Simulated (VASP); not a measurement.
```
HgTe
1.0
    0.00000     3.32690     3.32690
    3.32690     0.00000     3.32690
    3.32690     3.32690     0.00000
Hg Te
1 1
Direct
  0.00000   0.00000   0.00000
  0.25000   0.25000   0.25000
```

Computed with PBE GGA, VASP's PBE PAW potentials (set 64) (plane waves; VASP 6.6.1). Run with 400 eV cut-off, 11×11×11 Γ-centred mesh, tetrahedra with Blöchl corrections, potentials Hg Te.

Unless said otherwise, spin-orbit coupling is left out, though it shifts the bands of the heavy elements here.

Tabulate the total density of states (states/eV per cell) against energy (eV; zero at the valence-band maximum or, without a gap, the Fermi level).

| E (eV) | DOS (states/eV) |
|---|---|
| -9.95 | 0.00 |
| -9.60 | 0.00 |
| -9.25 | 0.00 |
| -8.90 | 0.00 |
| -8.55 | 0.00 |
| -8.20 | 0.00 |
| -7.85 | 0.00 |
| -7.61 | 0.00 |
| -7.26 | 0.00 |
| -6.91 | 1.23 |
| -6.56 | 8.62 |
| -6.21 | 4.01 |
| -5.86 | 0.00 |
| -5.51 | 0.00 |
| -5.16 | 0.00 |
| -4.80 | 3.11 |
| -4.45 | 0.99 |
| -4.10 | 0.61 |
| -3.75 | 0.44 |
| -3.40 | 0.30 |
| -3.17 | 0.25 |
| -2.81 | 0.17 |
| -2.46 | 0.75 |
| -2.11 | 1.63 |
| -1.76 | 2.36 |
| -1.41 | 2.20 |
| -1.06 | 2.13 |
| -0.71 | 1.30 |
| -0.36 | 0.61 |
| -0.01 | 0.02 |
| 0.34 | 0.02 |
| 0.70 | 0.09 |
| 1.05 | 0.55 |
| 1.28 | 0.71 |
| 1.63 | 0.86 |
| 1.98 | 1.75 |
| 2.33 | 1.55 |
| 2.69 | 0.41 |
| 3.04 | 0.31 |
| 3.39 | 0.54 |
Within 2 eV below the Fermi level the largest weight inside VASP's projection spheres is Te p.

The compound is HgTe in the zinc blende structure. It was relaxed first, which changed the volume by +9 %.
